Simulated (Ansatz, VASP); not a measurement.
# Ga2O3: VASP beside Ansatz

Wanted: the spread between two codes on one cell, functional and k mesh. The cell is taken from a series of runs on this material, whose earlier steps may have relaxed, scaled, displaced or heated it; both programs get it as it stands.

Method: plane waves, with VASP 6.6.1 beside it; single point at LDA, in Ansatz 0.2.0.

**1. The starting structure**

It takes space group C2/m (No. 12, monoclinic). The conventional cell has a = 12.049 Å, b = 2.996 Å, c = 5.720 Å, α = 90.00°, β = 103.83°, γ = 90.00°. Ga has 4 O at 1.81 to 1.84 Å nearest. Nearest to Ga lie 6 O at 1.91 to 2.04 Å. Nearest to O lie 3 Ga at 1.81 to 1.92 Å. Nearest to O lie 4 Ga at 1.84 to 2.04 Å. Nearest to O lie 3 Ga at 1.82 to 1.91 Å. Farther neighbours and most contacts between anions are not listed.

**2. Ansatz: single point, LDA, pair 1**

Ansatz runs on PAW files that the input asks for by source.

With cell and atoms fixed, the geometry can't cause a difference; cores, projectors, grids and the points listed under the comparison can.

input.yaml reads:

```yaml
crystal:
  lattice:
    - [6.0244628552, -1.4980265382, 0.0]
    - [6.0244628552, 1.4980265382, 0.0]
    - [-1.367257024, 0.0, 5.5539182133]
  atoms:
    - { symbol: Ga, position: [0.0916087805, 0.0916087805, 0.7955535799] }
    - { symbol: Ga, position: [0.9083912195, 0.9083912195, 0.2044464201] }
    - { symbol: Ga, position: [0.659545222, 0.659545222, 0.3135062273] }
    - { symbol: Ga, position: [0.340454778, 0.340454778, 0.6864937727] }
    - { symbol: O, position: [0.169493267, 0.169493267, 0.1087181519] }
    - { symbol: O, position: [0.830506733, 0.830506733, 0.8912818481] }
    - { symbol: O, position: [0.1719148204, 0.1719148204, 0.5596242264] }
    - { symbol: O, position: [0.8280851796, 0.8280851796, 0.4403757736] }
    - { symbol: O, position: [0.4968377683, 0.4968377683, 0.2531360266] }
    - { symbol: O, position: [0.5031622317, 0.5031622317, 0.7468639734] }
kpoints:
  mp_grid: { grid: [4, 4, 2] }
hamiltonian:
  xc: lda
  pseudopotentials: { kind: paw, source: ansatz, frozen_core: stored }
scf:
  occupations: { method: fixed }
  lower_state_search: "off"
  convergence: { dr2_threshold: 1.0e-09 }
output:
  embedding: [{ level: hf }]
basis:
  ecutwfc: 1000
```

Command:

```sh
> ansatz run input.yaml --threads 16 --pin off --max-ram 73728MiB --backend cpu --events-out ev --progress --plain --runs-dir out
```

The log of the run:

```text
Warning: basis.ecutwfc = 1000 eV is below the records' recommended 1020 eV, and the density's cutoff is lower with it unless basis.ecutrho_ratio is high enough to keep the records' density cutoff: compare with a run at a higher cutoff
Warning: <dir> the record states the generating functional pbe (its physics header spells it `PBE`), which answers neither for hamiltonian.xc's functional nor for the lda family's, and the run keeps its frozen core as the file was made (hamiltonian.pseudopotentials.frozen_core says where one is remade) — results may be inconsistent (PPs are generated against a specific XC)
Warning: <dir> the record states the generating functional pbe (its physics header spells it `PBE`), which answers neither for hamiltonian.xc's functional nor for the lda family's, and the run keeps its frozen core as the file was made (hamiltonian.pseudopotentials.frozen_core says where one is remade) — results may be inconsistent (PPs are generated against a specific XC)
basis.fft_grid_basis auto: the FFT boxes are laid along the combinations [[1, -1, 0], [0, 1, 0], [0, 0, 1]] of the cell's own vectors, 2.996, 6.208 and 5.720 Å long. The dense box has 36×72×72 points. Along the cell's own vectors, as sized, it would have 72×72×72, 2.00 times as many. Of the 4 symmetry operations that the crystal satisfies within crystal.symmetry.tolerance (time reversal apart; of a slab, those that k [...]
Engine: ansatz 0.2.0, aarch64-unknown-linux-gnu
Pseudopotentials: kind: paw
Pseudopotential: Ga, paw, valence charge 21, recommended cutoff 1020 eV (normal), Ga.paw.azcp
Pseudopotential: O, paw, valence charge 6, recommended cutoff 930 eV (normal), O.paw.azcp
Functional definition: SPW92
  exchange = slater_x
  correlation = pw_c
Crystal: 10 atoms, lattice volume = 100.246 Å³
Basis set: ecut = 1000 eV, 7213 PW (Γ), FFT grids on a1−a2, a2, a3
Bands: 72, of which v1, the nominal top of the filled ones, is band 60 counted from 1 (59 counted from 0)
Symmetry: 4 space group operations
Space group: C2/m (ITA 12), of the structure as read, at distance tolerance 4.6e-5 Å
k-points: 14 of 32
Non-local potential: Ga, projectors of the file, l = 0: 3, l = 1: 3, l = 2: 3, l = 3: 2
Non-local potential: O, projectors of the file, l = 0: 2, l = 1: 2, l = 2: 1
PAW form: soft (Blöchl's): semilocal exchange-correlation on the pseudo side does not see the compensation charge
PAW frozen core: Ga, as the file was generated: the input asks for it (`frozen_core: stored`)
PAW frozen core: O, as the file was generated: the input asks for it (`frozen_core: stored`)
PAW one-centre angular grid: Ga, 590 points (default); XC on 64 Gauss nodes
PAW one-centre angular grid: O, 110 points (default); XC on 64 Gauss nodes
Initial density: superposition of atomic densities (chi_scale 0.1, normalization cell, long waves kept (reshape's long-wave potential 0.04 eV rms))
Initial wavefunctions: pseudopotential atomic-orbital guess
Functional: x = slater, c = lda
SCF iter   1: F=—  HF=-36690.780562 eV  |F-HF|=—  |Δ(HF+E_count)|=         —  Δρ=1.39e-1  dr2=8.58e0  ethr=3.10e-3  ⟨swp⟩=5.0  Hψ=3765  notcnv=0  defer=139
preconditioner: auto → Resta (q_TF=auto, 2.811 Å⁻¹)  ε∞=4.1  [insulator: Δε(μ)=2.704 eV  Ē_g=19.916 eV  n_scr=42 (ndim 8)  ℏωp=34.8 eV  f_vac=0.000  ε∞_Penn≈4.1]
SCF iter   2: F=—  HF=-36688.116408 eV  |F-HF|=—  |Δ(HF+E_count)|=    2.66e0  Δρ=4.80e-2  dr2=8.38e-1  ethr=3.10e-3  ⟨swp⟩=3.0  Hψ=2118  notcnv=0  defer=138
SCF iter   3: F=—  HF=-36687.906023 eV  |F-HF|=—  |Δ(HF+E_count)|=   2.10e-1  Δρ=2.33e-2  dr2=3.16e-1  ethr=6.98e-4  ⟨swp⟩=3.0  Hψ=1462  notcnv=0  defer=140
SCF iter   4: F=—  HF=-36687.810154 eV  |F-HF|=—  |Δ(HF+E_count)|=   9.59e-2  Δρ=4.31e-3  dr2=1.38e-2  ethr=2.63e-4  ⟨swp⟩=3.0  Hψ=1674  notcnv=0  defer=140
SCF iter   5: F=—  HF=-36687.807744 eV  |F-HF|=—  |Δ(HF+E_count)|=   2.41e-3  Δρ=1.73e-3  dr2=1.48e-3  ethr=1.15e-5  ⟨swp⟩=2.9  Hψ=1752  notcnv=0  defer=140
SCF iter   6: F=—  HF=-36687.807884 eV  |F-HF|=—  |Δ(HF+E_count)|=   1.40e-4  Δρ=4.85e-4  dr2=1.31e-4  ethr=1.24e-6  ⟨swp⟩=2.4  Hψ=1550  notcnv=0  defer=140
SCF iter   7: F=—  HF=-36687.807857 eV  |F-HF|=—  |Δ(HF+E_count)|=   2.73e-5  Δρ=1.91e-4  dr2=1.93e-5  ethr=1.09e-7  ⟨swp⟩=2.0  Hψ=1679  notcnv=0  defer=140
SCF iter   8: F=—  HF=-36687.807866 eV  |F-HF|=—  |Δ(HF+E_count)|=   8.76e-6  Δρ=2.71e-5  dr2=5.96e-7  ethr=1.61e-8  ⟨swp⟩=2.0  Hψ=1580  notcnv=0  defer=124
SCF iter   9: F=—  HF=-36687.807903 eV  |F-HF|=—  |Δ(HF+E_count)|=   3.72e-5  Δρ=1.61e-5  dr2=9.48e-8  ethr=4.96e-10  ⟨swp⟩=2.0  Hψ=1607  notcnv=0  defer=101
SCF iter  10: F=—  HF=-36687.807903 eV  |F-HF|=—  |Δ(HF+E_count)|=   1.02e-8  Δρ=8.96e-6  dr2=3.05e-8  ethr=7.90e-11  ⟨swp⟩=2.0  Hψ=1766  notcnv=0  defer=101
SCF iter  11: F=-36687.807903 eV  HF=-36687.807903 eV  |F-HF|=3.86e-10  |Δ(HF+E_count)|=   7.57e-9  Δρ=1.58e-6  dr2=7.76e-10  ethr=1.00e-12  ⟨swp⟩=11.3  Hψ=5482  notcnv=0
SCF 1 converged in 11 iterations: F = -36687.807903 eV  dr2 = 7.76e-10
  greatest PAW one-centre occupation: 0.995 electrons in one spin orbital (limit 2), on the Ga atom at site 1 (counted from 0), in its partial waves of l = 0
Embedding: level 1/1
SCF converged after 11 iterations
Free energy (F): -36687.807903 eV
Harris-Foulkes:  -36687.807903 eV  (|F-HF|=3.86e-10)
Internal energy: -36687.807903 eV  (E = F + TS)
E sigma→0 (E₀):  -36687.807903 eV
Fermi energy:    9.714214 eV
--- Per-component energies (eV) ---
  E_band       = -2976.380079
  E_kinetic    = 4600.111059
  E_local      = -36833.926031  (includes V_loc(G=0)·N_el)
  E_nonlocal   = 7682.798884
  E_hartree    = 13668.225387
  E_xc         = -1163.549087
  E_vxc        = -1513.413569  (∫ρ·V_xc dr)
  E_paw        = -8791.479674  (= ΣΔE_a)
  E_vpaw       = -4248.396696  (= ΣTr[D̂ρ^β])
  E_aug_tail   = 0.000457  (compensation charges beyond the density's cutoff)
  E_ewald      = -15849.988898
  E_smearing   = -0.000000  (= −TS)
  E_closure    = 0.000000  (closes the sum)
  Σ components = -36687.807903   (vs F -36687.807903, Δ=0.00e0)
--- Band table (eV; the first three rows and the last of 14) ---
  k-point 0: bands = [... 56 lower, 9.0410, 9.2014, 9.4347, 9.7142, 12.3712, 15.5120, 16.4712, 16.6954, ... 8 higher]
  k-point 1: bands = [... 56 lower, 8.9192, 9.0514, 9.2627, 9.4142, 14.7499, 14.7956, 16.7158, 17.0196, ... 8 higher]
  k-point 2: bands = [... 56 lower, 8.6235, 8.8861, 9.1754, 9.6882, 14.6909, 16.1035, 16.9067, 17.8672, ... 8 higher]
  k-point 13: bands = [... 56 lower, 9.0184, 9.1453, 9.1585, 9.7087, 15.1588, 15.1847, 16.2178, 16.4448, ... 8 higher]
--- Embedding: other levels on nested regions, to first order at the run's own orbitals ---
  hf on the whole cell: 60 occupied orbitals
    hf − lda = -170.471228 eV: smooth +1163.549087, one-centre +1479.433873, exact exchange -2813.454188 eV
  E of the run      =    -36687.807903 eV
  E with the levels =    -36858.279131 eV; the forces and the stress are the run's own
```

In the SCF lines HF is the Harris–Foulkes energy and dr2 the Hartree energy of the density residual, in eV; the loop may stop once dr2 is under the threshold and the program's other checks hold. Hψ counts applications of the Hamiltonian.

**3. VASP: single point, LDA, pair 1**

The same cell, functional (in two slightly different forms) and mesh now go to VASP, with its own data sets.

Lines of VASP's logs that name or quote its potential files are left out, and so is its time.

INCAR reads:

```
SYSTEM = Ga2O3
PREC = Accurate
ENCUT = 520
EDIFF = 1E-06
NELM = 120
ISMEAR = 0
SIGMA = 0.01
LREAL = .FALSE.
ALGO = Normal
GGA = PW92
NBANDS = 54
LORBIT = 11
LWAVE = .FALSE.
LCHARG = .FALSE.
ISIF = 2
LASPH = .TRUE.
GGA_COMPAT = .FALSE.
EFERMI = MIDGAP
KPAR = 2
```

POSCAR reads:

```
Ga2O3
1.0
    6.0244628552     -1.4980265382      0.0000000000
    6.0244628552      1.4980265382      0.0000000000
   -1.3672570240      0.0000000000      5.5539182133
Ga O
4 6
Direct
    0.0916087805      0.0916087805      0.7955535799
    0.9083912195      0.9083912195      0.2044464201
    0.6595452220      0.6595452220      0.3135062273
    0.3404547780      0.3404547780      0.6864937727
    0.1694932670      0.1694932670      0.1087181519
    0.8305067330      0.8305067330      0.8912818481
    0.1719148204      0.1719148204      0.5596242264
    0.8280851796      0.8280851796      0.4403757736
    0.4968377683      0.4968377683      0.2531360266
    0.5031622317      0.5031622317      0.7468639734
```

KPOINTS reads:

```
Automatic mesh
0
Gamma
4 4 2
0 0 0
```

The projector-augmented-wave data sets are Ga_d and O (LDA family, release 64).

Command:

```sh
> mpirun -np 2 vasp_std
```

The log of the run:

```text
[banner, memory and clock lines left out]
running    2 mpi-ranks, on    1 nodes
 distrk:  each k-point on    1 cores,    2 groups
 distr:  one band on    1 cores,    1 groups

 POSCAR found type information on POSCAR GaO
 POSCAR found :  2 types and      10 ions
|                                                                             |
|               ----> ADVICE to this user running VASP <----                  |
|                                                                             |
|     You enforced a specific xc type in the INCAR file but a different       |
|     [... a line on the potential file left out ...]
|     I HOPE YOU KNOW WHAT YOU ARE DOING!                                     |
|                                                                             |

 LDA part: xc-table for (Slater(with rela. corr.)+PW92), standard interpolation
 POSCAR, INCAR and KPOINTS ok, starting setup
 FFT: planning ... GRIDC
 FFT: planning ... GRID_SOFT
 FFT: planning ... GRID
 WAVECAR not read
 entering main loop
       N       E                     dE             d eps       ncg     rms          rms(c)
DAV:   1     0.120088391958E+04    0.12009E+04   -0.40285E+04  1792   0.305E+03
DAV:   2     0.190741348120E+03   -0.10101E+04   -0.95192E+03  1536   0.815E+02
DAV:   3    -0.569469427503E+02   -0.24769E+03   -0.24163E+03  1736   0.263E+02
DAV:   4    -0.766298974954E+02   -0.19683E+02   -0.19441E+02  1796   0.813E+01
DAV:   5    -0.774250958341E+02   -0.79520E+00   -0.79232E+00  1960   0.166E+01    0.172E+01
DAV:   6    -0.682563019369E+02    0.91688E+01   -0.30171E+01  2784   0.647E+01    0.467E+00
DAV:   7    -0.683359121313E+02   -0.79610E-01   -0.35739E+00  1692   0.103E+01    0.334E+00
DAV:   8    -0.682268173869E+02    0.10909E+00   -0.64215E-01  2220   0.802E+00    0.141E+00
DAV:   9    -0.681859312171E+02    0.40886E-01   -0.17608E-01  2248   0.541E+00    0.245E-01
DAV:  10    -0.681871795224E+02   -0.12483E-02   -0.23688E-02  1998   0.111E+00    0.130E-01
DAV:  11    -0.681872552914E+02   -0.75769E-04   -0.25469E-03  1960   0.573E-01    0.793E-02
DAV:  12    -0.681872129862E+02    0.42305E-04   -0.64877E-04  2232   0.390E-01    0.187E-02
DAV:  13    -0.681872141196E+02   -0.11334E-05   -0.10368E-04  2114   0.959E-02    0.582E-03
DAV:  14    -0.681872154162E+02   -0.12966E-05   -0.21851E-05  1930   0.561E-02    0.709E-03
DAV:  15    -0.681872148405E+02    0.57570E-06   -0.18526E-06  1114   0.194E-02
   1 F= -.68187215E+02 E0= -.68187215E+02  d E =0.000000E+00
```

OUTCAR, selected parts (step 3):

```text
ion  position               nearest neighbor table
   1  0.092  0.092  0.796-   5 1.81  10 1.82  10 1.82   7 1.84
   2  0.908  0.908  0.204-   6 1.81   9 1.82   9 1.82   8 1.84
   3  0.660  0.660  0.314-   9 1.91   5 1.92   5 1.92   8 1.99   7 2.04   7 2.04
   4  0.340  0.340  0.686-  10 1.91   6 1.92   6 1.92   7 1.99   8 2.04   8 2.04
   5  0.169  0.169  0.109-   1 1.81   3 1.92   3 1.92
   6  0.831  0.831  0.891-   2 1.81   4 1.92   4 1.92
   7  0.172  0.172  0.560-   1 1.84   4 1.99   3 2.04   3 2.04
   8  0.828  0.828  0.440-   2 1.84   3 1.99   4 2.04   4 2.04
   9  0.497  0.497  0.253-   2 1.82   2 1.82   3 1.91
  10  0.503  0.503  0.747-   1 1.82   1 1.82   4 1.91

  LATTYP: Found a base centered monoclinic cell.
 ALAT       =    12.0489257104
 B/A-ratio  =     0.2486572785
 C/A-ratio  =     0.4747093502
 COS(beta)  =    -0.2390419102

 Subroutine GETGRP returns: Found  4 space group operations
 (whereof  4 operations were pure point group operations)

The static configuration has the point symmetry C_2h.

 Found     14 irreducible k-points:

   k-points           NKPTS =     14   k-points in BZ     NKDIM =     14   number of bands    NBANDS=     54

   dimension x,y,z NGX =    48 NGY =   48 NGZ =   48
   dimension x,y,z NGXF=    96 NGYF=   96 NGZF=   96

   ENCUT  =  520.0 eV  38.22 Ry    6.18 a.u.  11.54 11.54 10.63*2*pi/ulx,y,z

   NELECT =      88.0000    total number of electrons

 k-points in reciprocal lattice and weights: Automatic mesh
   0.00000000  0.00000000  0.00000000       0.031
   0.25000000  0.00000000  0.00000000       0.125
   0.50000000  0.00000000  0.00000000       0.062
   0.25000000  0.25000000  0.00000000       0.062
   0.50000000  0.25000000  0.00000000       0.125
  -0.25000000  0.25000000  0.00000000       0.062
   0.50000000  0.50000000  0.00000000       0.031
   0.00000000  0.00000000  0.50000000       0.031
   0.25000000  0.00000000  0.50000000       0.125
[...]
-0.25000000  0.25000000  0.50000000       0.062
   0.50000000  0.50000000  0.50000000       0.031

 average (electrostatic) potential at core
       1 -65.1663       2 -65.1663       3 -64.9586       4 -64.9586       5 -70.4054
       6 -70.4054       7 -70.8760       8 -70.8760       9 -70.7261      10 -70.7261

 E-fermi :   5.3742

 k-point     1 :       0.0000    0.0000    0.0000
  band No.  band energies     occupation
    ...
     40       3.3500      2.00000
     41       3.3739      2.00000
     42       3.5312      2.00000
     43       3.7683      2.00000
     44       4.0424      2.00000
     45       6.7059      0.00000
     46       9.8388      0.00000
     47      10.7991      0.00000
     48      11.0338      0.00000
     49      11.8645      0.00000
    ...

 k-point     2 :       0.2500    0.0000    0.0000
  band No.  band energies     occupation
    ...
     40       2.8607      2.00000
     41       2.9526      2.00000
     42       3.2162      2.00000
     43       3.5092      2.00000
     44       4.0168      2.00000
     45       9.0213      0.00000
     46      10.4275      0.00000
     47      11.2482      0.00000
     48      12.2001      0.00000
     49      12.5625      0.00000
    ...

 k-point     3 :       0.5000    0.0000    0.0000
  band No.  band energies     occupation
    ...
     40       2.6844      2.00000
     41       3.2750      2.00000
     42       3.2961      2.00000
     43       3.5777      2.00000
     44       3.9311      2.00000
     45       9.7301      0.00000
     46      10.7324      0.00000
     47      11.4820      0.00000
     48      11.6632      0.00000
     49      12.1612      0.00000
    ...

  Total        2.6565394      3.3214866      3.4232345      0.0000000      0.0000000     -0.0148737
  in kB       42.4579990     53.0854834     54.7116627      0.0000000      0.0000000     -0.2377177
  external PRESSURE =      50.0850483 kB  Pullay stress =       0.0000000 kB

  energy-cutoff  :      520.00
  volume of cell :      100.25
      direct lattice vectors                 reciprocal lattice vectors
     6.024462855 -1.498026538  0.000000000     0.082994951 -0.333772458  0.020431599
     6.024462855  1.498026538  0.000000000     0.082994951  0.333772458  0.020431599
    -1.367257024  0.000000000  5.553918213     0.000000000  0.000000000  0.180053066

 POSITION                                       TOTAL-FORCE (eV/Angst)
 -----------------------------------------------------------------------------------
      0.01606      0.00000      4.41844        -0.045982      0.000000      0.006146
     10.66561      0.00000      1.13548         0.045982      0.000000     -0.006146
      7.51817      0.00000      1.74119        -0.023723      0.000000     -0.017256
      3.16350      0.00000      3.81273         0.023723      0.000000      0.017256
      1.89357      0.00000      0.60381        -0.006409      0.000000      0.062367
      8.78810      0.00000      4.95011         0.006409      0.000000     -0.062367
      1.30624      0.00000      3.10811         0.088111      0.000000     -0.046257
      9.37543      0.00000      2.44581        -0.088111      0.000000      0.046257
      5.64026      0.00000      1.40590         0.001216      0.000000      0.014888
      5.04141      0.00000      4.14802        -0.001216      0.000000     -0.014888
 -----------------------------------------------------------------------------------
    total drift:                                0.000000      0.000000     -0.000000

  FREE ENERGIE OF THE ION-ELECTRON SYSTEM (eV)
  ---------------------------------------------------
  free  energy   TOTEN  =       -68.1872148405 eV

  energy  without entropy=      -68.1872148405  energy(sigma->0) =      -68.18721484

 total charge
# of ion       s       p       d       tot
------------------------------------------
    1        0.748   0.928  10.308  11.984
    2        0.748   0.928  10.308  11.984
    3        0.676   0.785  10.293  11.754
    4        0.676   0.785  10.293  11.754
    5        1.542   3.519   0.000   5.061
    6        1.542   3.519   0.000   5.061
    7        1.546   3.521   0.000   5.067
    8        1.546   3.521   0.000   5.067
    9        1.537   3.551   0.000   5.089
   10        1.537   3.551   0.000   5.089
--------------------------------------------------
tot         12.100  24.607  41.203  77.909

[... 3 further parts left out ...]
```

The run ends at a pressure of 5.01 GPa, with forces up to 0.100 eV/Å.

**4. Side by side**

Known differences besides the potentials themselves: fixed occupations in Ansatz, narrow Gaussian smearing in VASP; the data sets hold 120 valence electrons in Ansatz (on PAW files that the input asks for by source) and 88 in VASP; the cutoff is 1000 eV in Ansatz and 520 eV in VASP; VASP's log shows a relativistic correction to its local exchange, Ansatz's none; Ansatz's log warns that its cutoff lies below the recommended one. Total energies have different zeros and are not compared.

The two programs side by side:

| quantity | Ansatz | VASP | difference |
| --- | --- | --- | --- |
| gap on the k mesh (eV) | 2.657 | 2.663 | -0.007 |

A gap on the mesh is an upper bound, since the band edges may lie between its points.

[end of part 1 of 2]

[Lines on the potential files, build, host, timing and source positions are cut from VASP's logs without a mark.]

[Logs are printed without paths, hosts, clocks, repeated set-up lines and the standing remarks that a program may print on its own settings, such as how far it seeks lower states.]

[Hosts, paths, dates, database ids (printed as entryN), source tags and the programs' standing remarks are cut or masked in the printed files.]
